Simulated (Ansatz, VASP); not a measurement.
# Cross-check of Ti12Al10O39 between VASP and Ansatz

One calculation is typed for both programs; each brings its own data sets. How far apart do they land? Of the first pair: The structure shown is frame 40 of Ansatz's trajectory.

Calculated with Ansatz 0.2.0; plane waves, with VASP 6.6.1 beside it; single point at revPBE.

## (1) Set-up

The cell holds 122 atoms: 24 Ti, 20 Al and 78 O. Its edges and angles: a = 11.191 Å, b = 11.191 Å, c = 11.191 Å, α = 90.0°, β = 90.0°, γ = 90.0°. As first built, before any earlier steps moved the atoms (in the runner's words): 122 atoms (24 Ti, 20 Al, 78 O) placed at random at 3.34 g/cm^3, melted at 4000 K for 10 ps at fixed volume with the Morse and Coulomb pair potential with partial charges (Pedone, Malavasi, Menziani, Cormack and Segre, J. Phys. Chem. B 110, 11780 (2006)). Quenched from 4000 K to 300 K at 6 K/ps and fixed volume, held 10 ps at zero pressure, then minimised at fixed cell.

## (2) Ansatz: dynamics, revPBE

Ansatz runs on its default PAW (the set named soft_2) files.

One frame of this run of dynamics is then solved in both programs, so the motion causes no difference.

Input file input.yaml:

```yaml
crystal:
  lattice:
    - [11.19122, 0.0, 0.0]
    - [0.0, 11.19122, 0.0]
    - [0.0, 0.0, 11.19122]
  atoms:
    - { symbol: Ti, position: [0.65461, 0.2458, 0.03459] }
    - { symbol: Ti, position: [0.00455, 0.90376, 0.35588] }
    - { symbol: Ti, position: [0.58685, 0.30479, 0.31329] }
    - { symbol: Ti, position: [0.85005, 0.47407, 0.61641] }
    - { symbol: Ti, position: [0.75256, 0.06411, 0.362] }
    - { symbol: Ti, position: [0.12878, 0.85713, 0.82766] }
    - { symbol: Ti, position: [0.37521, 0.89144, 0.49004] }
    - { symbol: Ti, position: [0.26393, 0.5962, 0.86439] }
    - { symbol: Ti, position: [0.95645, 0.29091, 0.10909] }
    - { symbol: Ti, position: [0.34406, 0.64791, 0.16625] }
    - { symbol: Ti, position: [0.01671, 0.15112, 0.88042] }
    - { symbol: Ti, position: [0.09739, 0.78005, 0.13681] }
    - { symbol: Ti, position: [0.14998, 0.41822, 0.51827] }
    - { symbol: Ti, position: [0.45888, 0.89956, 0.84228] }
    - { symbol: Ti, position: [0.3245, 0.18599, 0.91223] }
    - { symbol: Ti, position: [0.77862, 0.96558, 0.87158] }
    - { symbol: Ti, position: [0.11767, 0.1236, 0.55578] }
    - { symbol: Ti, position: [0.59284, 0.27847, 0.62712] }
    - { symbol: Ti, position: [0.82988, 0.15347, 0.65114] }
    - { symbol: Ti, position: [0.58635, 0.66919, 0.6768] }
    - { symbol: Ti, position: [0.88373, 0.82392, 0.6356] }
    - { symbol: Ti, position: [0.99239, 0.47081, 0.88848] }
    - { symbol: Ti, position: [0.61623, 0.61589, 0.06745] }
    - { symbol: Ti, position: [0.42349, 0.55125, 0.43584] }
    - { symbol: Al, position: [0.87786, 0.31384, 0.39408] }
    - { symbol: Al, position: [0.81262, 0.87318, 0.1515] }
    - { symbol: Al, position: [0.84379, 0.66953, 0.44483] }
    - { symbol: Al, position: [0.35061, 0.38624, 0.68531] }
    - { symbol: Al, position: [0.79306, 0.68284, 0.86995] }
    - { symbol: Al, position: [0.10449, 0.60353, 0.34881] }
[... 86 atom lines left out ...]
    - { symbol: O, position: [0.09874, 0.7924, 0.97671] }
    - { symbol: O, position: [0.20169, 0.14027, 0.25181] }
    - { symbol: O, position: [0.0611, 0.01459, 0.45299] }
    - { symbol: O, position: [0.54342, 0.48407, 0.34373] }
    - { symbol: O, position: [0.49792, 0.75419, 0.77907] }
    - { symbol: O, position: [0.04484, 0.99281, 0.84899] }
kpoints:
  mp_grid: { grid: [1, 1, 1] }
hamiltonian:
  xc: revpbe
scf:
  occupations: { method: fixed }
output:
  forces: true
  stress: true
md:
  timestep: 1.0
  n_steps: 119
  ensemble: nve
  temperature: 300
  initial_velocities: maxwell_boltzmann
  seed: 9469
```

The run is started by

```sh
> ansatz run input.yaml --threads 4 --pin off --max-ram 8192MiB --backend cpu --events-out ev --progress --plain --runs-dir out
```

Numbers of over 12 decimals in the logs are rounded to 6 here.

Output:

```text
Warning: md: disabling space-group detection — thermal motion breaks the input geometry's symmetry, so no spatial operation reduces the k-mesh or symmetrises the density; time reversal is kept, so that k and −k are solved as one point where they differ and the mesh holds both, and exact exchange and, on two spinor components, a DFT+U term hold to it where the run has them: on two components no moment then forms, and  [...]
Warning: output.stress: scf.convergence.dr2_threshold = 1e-7 eV (the SCF's general default) is looser than the 1.08e-8 eV advised for a printed stress (1e-10 eV for each atom of the cell: 122, of which 108 are counted). What an SCF threshold leaves in a stress goes as its square root, and in the free energy as the threshold itself, and one threshold admits the most on a small cell: [figures from the program's tests c [...]
Engine: ansatz 0.2.0, aarch64-unknown-linux-gnu
Pseudopotentials: kind: paw
Pseudopotential: Ti, paw, valence charge 12, recommended cutoff 420 eV (normal), Ti.paw.azcp
Pseudopotential: Al, paw, valence charge 3, recommended cutoff 420 eV (normal), Al.paw.azcp
Pseudopotential: O, paw, valence charge 6, recommended cutoff 420 eV (normal), O.paw.azcp
Functional definition: revPBE
  parameter kappa = 1.245
  parameter beta = 0.066725
  exchange = pbe_x(kappa = kappa, mu = beta*pi^2/3)
  correlation = pbe_c(beta = beta)
Crystal: 122 atoms, lattice volume = 1401.626 Å³
Basis set: ecut = 420 eV, 27369 PW (Γ), exchange–correlation on 150×150×150 points (8 copies of the dense FFT grid, shifted against one another)
Bands: 530, of which v1, the nominal top of the filled ones, is band 408 counted from 1 (407 counted from 0)
Symmetry: 1 space group operations
k-points: 1
Non-local potential: Ti, projectors of the file, l = 0: 3, l = 1: 2, l = 2: 3, l = 3: 1
Non-local potential: Al, projectors of the file, l = 0: 2, l = 1: 2, l = 2: 1
Non-local potential: O, projectors of the file, l = 0: 2, l = 1: 2, l = 2: 1
PAW form: soft (Blöchl's): semilocal exchange-correlation on the pseudo side does not see the compensation charge
PAW frozen core: Ti, regenerated for the run's functional, and the local potential with it (the file was generated under x = pbe(κ = 0.804, μ = 0.219515), c = pbe(β = 0.066725))
PAW frozen core: Al, regenerated for the run's functional, and the local potential with it (the file was generated under x = pbe(κ = 0.804, μ = 0.219515), c = pbe(β = 0.066725))
PAW frozen core: O, regenerated for the run's functional, and the local potential with it (the file was generated under x = pbe(κ = 0.804, μ = 0.219515), c = pbe(β = 0.066725))
PAW one-centre angular grid: Ti, 590 points (default); XC on 64 Gauss nodes
PAW one-centre angular grid: Al, 110 points (default); XC on 64 Gauss nodes
PAW one-centre angular grid: O, 110 points (default); XC on 64 Gauss nodes
Initial density: superposition of atomic densities (neutral atoms: chi_scale 0, normalization atom), corrected by the library's trained network
Initial wavefunctions: pseudopotential atomic-orbital guess
Functional: x = revpbe(κ = 1.245, μ = 0.219515), c = pbe(β = 0.066725)
SCF iter   1: F=—  HF=-115371.659072 eV  |F-HF|=—  |Δ(HF+E_count)|=         —  Δρ=5.56e-3  dr2=4.48e-1  ethr=1.77e-3  ⟨swp⟩=4.0  Hψ=1577  notcnv=0  defer=118
preconditioner: auto → Resta (q_TF=auto, 2.493 Å⁻¹)  ε∞=6.0  [insulator: Δε(μ)=2.548 eV  Ē_g=11.078 eV  n_scr=364 (ndim 8)  ℏωp=24.8 eV  f_vac=0.050  ε∞_Penn≈6.0]
SCF iter   2: F=—  HF=-115371.609898 eV  |F-HF|=—  |Δ(HF+E_count)|=   4.92e-2  Δρ=3.00e-3  dr2=8.83e-2  ethr=5.49e-5  ⟨swp⟩=2.0  Hψ=782  notcnv=0  defer=120
SCF iter   3: F=—  HF=-115371.610967 eV  |F-HF|=—  |Δ(HF+E_count)|=   1.07e-3  Δρ=1.54e-3  dr2=3.70e-2  ethr=1.08e-5  ⟨swp⟩=2.0  Hψ=657  notcnv=0  defer=120
SCF iter   4: F=—  HF=-115371.612726 eV  |F-HF|=—  |Δ(HF+E_count)|=   1.76e-3  Δρ=5.31e-4  dr2=5.44e-3  ethr=4.53e-6  ⟨swp⟩=2.0  Hψ=655  notcnv=0  defer=120
[...]
SCF iter   5: F=—  HF=-115371.997770 eV  |F-HF|=—  |Δ(HF+E_count)|=   9.46e-5  Δρ=6.50e-5  dr2=6.39e-5  ethr=5.60e-8  ⟨swp⟩=2.0  Hψ=673  notcnv=0  defer=111
SCF iter   6: F=—  HF=-115371.994618 eV  |F-HF|=—  |Δ(HF+E_count)|=   3.15e-3  Δρ=4.01e-5  dr2=2.36e-5  ethr=7.83e-9  ⟨swp⟩=2.0  Hψ=938  notcnv=0  defer=112
SCF iter   7: F=—  HF=-115371.994620 eV  |F-HF|=—  |Δ(HF+E_count)|=   1.78e-6  Δρ=1.79e-5  dr2=4.50e-6  ethr=2.89e-9  ⟨swp⟩=2.0  Hψ=824  notcnv=0  defer=112
SCF iter   8: F=—  HF=-115371.994621 eV  |F-HF|=—  |Δ(HF+E_count)|=   1.04e-6  Δρ=8.08e-6  dr2=1.01e-6  ethr=5.51e-10  ⟨swp⟩=2.0  Hψ=673  notcnv=0  defer=112
SCF iter   9: F=—  HF=-115371.994621 eV  |F-HF|=—  |Δ(HF+E_count)|=   4.89e-7  Δρ=4.67e-6  dr2=3.39e-7  ethr=1.23e-10  ⟨swp⟩=2.0  Hψ=673  notcnv=0  defer=112
SCF iter  10: F=-115371.994621 eV  HF=-115371.994621 eV  |F-HF|=1.80e-8  |Δ(HF+E_count)|=   6.34e-8  Δρ=2.00e-6  dr2=7.15e-8  ethr=1.23e-11  ⟨swp⟩=2.0  Hψ=1615  notcnv=0
SCF 120 converged in 10 iterations: F = -115371.994621 eV  dr2 = 7.15e-8
md step   119: t =   119.00 fs  T =   324.6 K  F+E_penalty+E_count = -115371.99462130 eV  E_kin = 5.077194 eV  conserved = -115366.91742752 eV  P_inst = 5.0869 GPa  (10 SCF iters)
SCF converged after 10 iterations
Free energy (F): -115371.994621 eV
Harris-Foulkes:  -115371.994621 eV  (|F-HF|=1.80e-8)
Internal energy: -115371.994621 eV  (E = F + TS)
E sigma→0 (E₀):  -115371.994621 eV
Fermi energy:    6.456306 eV
--- Per-component energies (eV) ---
  E_band       = -6093.124894
  E_kinetic    = 20835.942352
  E_local      = -60172.498559  (includes V_loc(G=0)·N_el)
  E_nonlocal   = 3936.014722
  E_hartree    = 23546.888024
  E_xc         = -8975.828805
  E_vxc        = -10934.442797  (∫ρ·V_xc dr)
  E_paw        = -46972.398318  (= ΣΔE_a)
  E_vpaw       = -6852.110847  (= ΣTr[D̂ρ^β])
  E_aug_tail   = 0.194345  (compensation charges beyond the density's cutoff)
  E_ewald      = -47567.907147
  E_core_change = -2.401235  (= ΣΔE_core)
  E_smearing   = -0.000000  (= −TS)
  E_closure    = 0.000000  (closes the sum)
  Σ components = -115371.994621   (vs F -115371.994621, Δ=0.00e0)
--- Forces (eV/Å), atoms counted from 1 ---
  atom   1  Ti     0.38946495    -0.32686782     0.78604857
  atom   2  Ti    -0.39281014     0.92690043     0.49225621
  atom   3  Ti     0.45768136     0.70011434    -0.03482116
  atom   4  Ti    -0.14878217    -0.45163230     0.90831465
  atom   5  Ti     1.01960272    -0.20549230    -0.10397795
  atom   6  Ti    -0.16000724    -0.70343542    -0.27004782
  atom   7  Ti     0.38307545    -0.71529556    -1.60401722
  atom   8  Ti    -0.56475785     1.04530712     0.02954279
  atom   9  Ti    -0.92267625     0.45683195    -0.33150522
  atom  10  Ti     1.39475766     0.28447701     0.29921661
  atom  11  Ti     0.29625210    -0.43075283     0.82425887
  atom  12  Ti    -0.07992045     0.21278018    -0.34927628
  atom  13  Ti    -0.45253106     0.84871644     0.25256947
  atom  14  Ti     0.45664364    -0.80865521    -0.19344328
  atom  15  Ti     0.08132866     0.72425778     0.35332278
  atom  16  Ti    -0.49999953     0.36851989    -2.62208404
  atom  17  Ti    -0.62410848     0.19361130     0.17562290
  atom  18  Ti     0.71094793    -0.35810409     0.15320935
  atom  19  Ti    -0.01259717    -0.59484393    -0.67812369
  atom  20  Ti    -1.32249634     0.54949162     0.43572007
  atom  21  Ti     0.43538950     0.77942834     1.44039865
  atom  22  Ti    -0.01072924     1.22635385     0.17390120
  atom  23  Ti    -0.74192646    -1.53523426    -1.16191014
  atom  24  Ti     1.86216237     0.95161547    -0.04270173
[...]
atom 115  O      0.08502057     0.07415522     0.18236810
  atom 116  O      0.64952479    -0.28991896     0.20320326
  atom 117  O      0.28246268    -0.15788498    -0.86146302
  atom 118  O      0.81095758    -1.17823283    -0.22372898
  atom 119  O      0.71950991     0.14765249     0.21145580
  atom 120  O     -0.95519610     0.19818250     0.43136854
  atom 121  O      0.53963636     0.31615348     0.16985718
  atom 122  O      0.49287784     0.30818292    -0.58327898
  max |Σ_I F_I| component: 2.33e-4 eV/Å
--- Stress (GPa, compression-positive) ---
        4.237288       0.476400      -0.554131
        0.476407       4.891282      -1.407703
       -0.554136      -1.407709       4.961807
  P = ⅓ Tr σ = 4.6968 GPa (46.968 kbar)
--- MD trajectory: 119 steps, t = 0.0 → 119.0 fs ---
  final state: T = 324.6 K   F+E_penalty+E_count = -115371.99462130 eV   E_kin = 5.077194 eV
  conserved energy: peak-to-peak 3.529e-3 eV (2.893e-5 eV/atom) over 119.0 fs
```

## (3) VASP: single point, revPBE, pair 1

The same cell, functional and mesh now go to VASP, with its own data sets.

Lines of VASP's logs that name or quote its potential files are left out, and so is its time.

Input file INCAR:

```
SYSTEM = Ti12Al10O39
PREC = Accurate
ENCUT = 520
EDIFF = 1E-06
NELM = 120
ISMEAR = 0
SIGMA = 0.01
LREAL = Auto
ALGO = Normal
GGA = RE
NBANDS = 496
LASPH = .TRUE.
LORBIT = 11
LWAVE = .FALSE.
LCHARG = .FALSE.
ISIF = 2
GGA_COMPAT = .FALSE.
EFERMI = MIDGAP
NCORE = 4
```

Input file POSCAR:

```
Ti12Al10O39
1.0
   11.1912200000      0.0000000000      0.0000000000
    0.0000000000     11.1912200000      0.0000000000
    0.0000000000      0.0000000000     11.1912200000
Ti Al O
24 20 78
Direct
    0.6501078524      0.2536363328      0.0285759730
    0.0056115419      0.8958004579      0.3536611737
    0.5986746753      0.3002532342      0.3088224519
    0.8451893538      0.4721737219      0.6089505881
    0.7510530577      0.0617090898      0.3738734472
    0.1322912069      0.8480576738      0.8334658777
    0.3772689662      0.8897510727      0.4937442030
    0.2633314330      0.5940907247      0.8668402551
    0.9580903601      0.2973134296      0.0997567736
    0.3529641987      0.6461851344      0.1706695070
    0.0246085771      0.1505108469      0.8765532265
    0.1066729097      0.7830245496      0.1412089120
    0.1563189715      0.4171752499      0.5379395633
    0.4576891527      0.8944154435      0.8390506129
    0.3335203847      0.1859046645      0.9119470442
    0.7798702912      0.9709218477      0.8600313460
    0.1179049290      0.1222565547      0.5564987553
    0.6035713711      0.2853844353      0.6283944020
    0.8255936350      0.1471421346      0.6650213292
    0.5907756259      0.6712315547      0.6743053930
    0.8927087485      0.8202859027      0.6387864773
    0.9788208971      0.4741216775      0.8961757521
    0.6241142610      0.6195124392      0.0627009388
    0.4137707953      0.5380735970      0.4295510230
    0.8846399231      0.3169895686      0.3932904545
    0.8121813350      0.8799219388      0.1536829765
    0.8486474218      0.6716872691      0.4497007476
    0.3660726891      0.3780552969      0.6790859263
    0.7885378002      0.6848225663      0.8676891349
    0.0985415352      0.5925984835      0.3435550369
[... 86 atom lines left out ...]
    0.0907050348      0.7848563427      0.9867646244
    0.1967167119      0.1349272019      0.2544494702
    0.0767476647      0.0003931654      0.4457690940
    0.5350086943      0.4862293834      0.3329306367
    0.4966572009      0.7448160254      0.7869740743
    0.0412108778      0.9827257439      0.8438132750
```

Input file KPOINTS:

```
Automatic mesh
0
Gamma
1 1 1
0 0 0
```

PAW data sets: Ti_sv, Al and O (PBE family, release 64).

The run is started by

```sh
> mpirun -np 16 vasp_gam
```

Output:

```text
[banner, memory and clock lines left out]
running   16 mpi-ranks, on    1 nodes
[...]
|                                                                             |
|               ----> ADVICE to this user running VASP <----                  |
|                                                                             |
|     You enforced a specific xc type in the INCAR file but a different       |
|     [... a line on the potential file left out ...]
|     I HOPE YOU KNOW WHAT YOU ARE DOING!                                     |
|                                                                             |

 LDA part: xc-table for (Slater+PW92), standard interpolation
 POSCAR, INCAR and KPOINTS ok, starting setup
[...]
entering main loop
       N       E                     dE             d eps       ncg     rms          rms(c)
DAV:   1     0.143395114635E+05    0.14340E+05   -0.44695E+05   992   0.194E+03
DAV:   2     0.222745083737E+04   -0.12112E+05   -0.11456E+05  1000   0.585E+02
DAV:   3    -0.853402363537E+03   -0.30809E+04   -0.28926E+04  1144   0.261E+02
DAV:   4    -0.118561924862E+04   -0.33222E+03   -0.33024E+03  1304   0.953E+01
[...]
DAV:  20    -0.959511130899E+03   -0.10153E-04   -0.99355E-06   992   0.623E-03    0.705E-03
DAV:  21    -0.959511133198E+03   -0.22994E-05   -0.40978E-06   928   0.392E-03    0.298E-03
DAV:  22    -0.959511133241E+03   -0.42535E-07   -0.10535E-06   600   0.217E-03
   1 F= -.95951113E+03 E0= -.95951113E+03  d E =0.000000E+00
```

Parts of OUTCAR (step 3):

```text
  Total       31.2739650     36.9651747     25.5724606      4.1837028    -14.8364768     -5.6375197
  in kB       35.7487803     42.2543131     29.2314797      4.7823252    -16.9593446     -6.4441606
  external PRESSURE =      35.7448577 kB  Pullay stress =       0.0000000 kB

 POSITION                                       TOTAL-FORCE (eV/Angst)
 -----------------------------------------------------------------------------------
      7.27550      2.83850      0.31980         0.386471     -0.721687     -1.539531
      0.06280     10.02510      3.95790        -0.922088      0.985424      0.202456
      6.69990      3.36020      3.45610        -0.515104     -0.943722      0.334146
      9.45870      5.28420      6.81490         0.367612      0.347947      2.174919
      8.40520      0.69060      4.18410        -0.062881      0.348355     -0.624428
      1.48050      9.49080      9.32750        -0.294856      0.416201      0.251338
[...]
6.82410      1.07850      0.20600        -0.021843      0.744907      1.011204
      7.99690      7.83400      3.95910        -0.254819     -0.313639      0.315801
      3.08390      9.03310      1.89140         0.465517     -0.172166     -0.514448
     11.13280      1.80650      7.43950        -0.144221     -0.020429      0.043962
      8.92190     10.79630      0.20170         0.337795     -1.024636      0.154276
      0.81270     10.50800      2.17810        -0.116771      0.093687     -0.371595
      6.08040      5.88140     10.80520         0.081257     -0.378063     -0.834299
[...]
-----------------------------------------------------------------------------------
    total drift:                                0.013188     -0.022483     -0.008095

  FREE ENERGIE OF THE ION-ELECTRON SYSTEM (eV)
  ---------------------------------------------------
  free  energy   TOTEN  =      -959.5111332410 eV

  energy  without entropy=     -959.5111332410  energy(sigma->0) =     -959.51113324

[... 3 further parts left out ...]
[key lines of the parts left out:]
E-fermi :   4.8374
```

The run ends at a pressure of 3.57 GPa, with forces up to 3.5 eV/Å.

## (4) Side by side

Known differences besides the potentials themselves: fixed occupations in Ansatz, narrow Gaussian smearing in VASP; the cutoff is 420 eV in Ansatz and 520 eV in VASP (PREC = Accurate, projectors in real space); Ansatz makes its cores anew for this functional, VASP keeps those of its PBE data sets. Total energies have different zeros and are not compared.

Forces on 9 of the 122 atoms, those with the largest forces and the largest differences (eV/Å; atoms numbered as in POSCAR):

```csv
atom,"Ansatz x, y, z","VASP x, y, z"
Ti4,"0.374, 0.331, 2.091","0.368, 0.348, 2.175"
Ti8,"-2.392, 1.060, 2.235","-2.506, 1.078, 2.267"
Ti13,"-0.494, -0.758, -1.466","-0.539, -0.710, -1.572"
Ti16,"1.477, -0.407, 1.427","1.538, -0.417, 1.412"
Ti24,"0.834, 1.925, 1.531","0.862, 1.919, 1.542"
O49,"0.925, 0.750, -0.148","0.967, 0.695, -0.013"
O59,"-1.938, -0.646, 0.449","-1.921, -0.619, 0.426"
O74,"1.784, -1.479, -1.879","1.895, -1.573, -1.970"
O88,"-1.983, -0.784, -0.484","-1.958, -0.749, -0.448"
```

The forces differ by 37 meV/Å r.m.s., which is 5.0 % of the r.m.s. force of 0.742 eV/Å (both taken over all components).

## (5) Ansatz: dynamics, revPBE

One frame of this run of dynamics is then solved in both programs, so the motion causes no difference.

The structure compared here is frame 80 of Ansatz's trajectory.

input.yaml is that of step 2.

The run is started by

```sh
> ansatz run input.yaml --threads 4 --pin off --max-ram 8192MiB --backend cpu --events-out ev --progress --plain --runs-dir out
```

Output:

```text
[...]
Crystal: 122 atoms, lattice volume = 1401.626 Å³
Basis set: ecut = 420 eV, 27369 PW (Γ), exchange–correlation on 150×150×150 points (8 copies of the dense FFT grid, shifted against one another)
Bands: 530, of which v1, the nominal top of the filled ones, is band 408 counted from 1 (407 counted from 0)
Symmetry: 1 space group operations
k-points: 1
[...]
atom 122  O      0.49287784     0.30818292    -0.58327898
  max |Σ_I F_I| component: 2.33e-4 eV/Å
--- Stress (GPa, compression-positive) ---
        4.237288       0.476400      -0.554131
        0.476407       4.891282      -1.407703
       -0.554136      -1.407709       4.961807
  P = ⅓ Tr σ = 4.6968 GPa (46.968 kbar)
--- MD trajectory: 119 steps, t = 0.0 → 119.0 fs ---
[...]
conserved energy: peak-to-peak 3.529e-3 eV (2.893e-5 eV/atom) over 119.0 fs
[key lines of the parts left out:]
SCF converged after 10 iterations
Free energy (F): -115371.994621 eV
Fermi energy:    6.456306 eV
```

[end of part 1 of 2]

[Lines on the potential files, build, host, timing and source positions are cut from VASP's logs without a mark.]

[Logs are printed without paths, hosts, clocks, repeated set-up lines and the standing remarks that a program may print on its own settings, such as how far it seeks lower states.]

[Hosts, paths, dates, database ids (printed as entryN), source tags and the programs' standing remarks are cut or masked in the printed files.]
